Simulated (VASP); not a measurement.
```
Yb
1.0
    0.00000     2.60845     2.60845
    2.60845     0.00000     2.60845
    2.60845     2.60845     0.00000
Yb
1
Direct
  0.00000   0.00000   0.00000
```

The numbers are results of AM05 GGA, VASP's PBE PAW potentials (set 64) (plane waves; VASP), not measurements. Numerical set-up: 520 eV cut-off, 9×9×9 Γ-centred mesh, Gaussian smearing of 0.050 eV, potentials Yb_2.

The 4f electrons are frozen in the core of the lanthanide potential, so 4f levels, which can set the real gap, and their magnetism are missing.

Problem. Give the stress tensor in GPa (positive for a compressed cell).

Solution. 
```
1.36  0.00  0.00
0.00  1.36  0.00
0.00  0.00  1.36
```
The pressure is its mean diagonal, 1.36 GPa.

The compound is Yb in the fcc structure. This cell is one point of a volume scan, at 0.94 of the reference volume.
